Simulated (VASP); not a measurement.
Here is the system:

```yaml
crystal:
  lattice:
    - [0.00000, 2.06707, 2.06707]
    - [2.06707, 0.00000, 2.06707]
    - [2.06707, 2.06707, 0.00000]
  atoms:
    - { symbol: Li, position: [0.00000, 0.00000, 0.00000] }
    - { symbol: H, position: [0.50000, 0.50000, 0.50000] }
```

Method: RPBE GGA, VASP's PBE PAW potentials (set 64) (plane waves; VASP). Run with 520 eV cut-off, 11×11×11 Γ-centred mesh, Gaussian smearing of 0.050 eV, potentials Li_sv H.

Estimate the energy per atom (σ→0), pressure.

energy per atom (σ→0): -3.008 eV/atom
pressure: -18.3 kbar

Only differences to runs with the same potentials and settings are physical.

The compound is LiH in the rock salt structure. This cell is one point of a volume scan, at 1.06 of the reference volume.
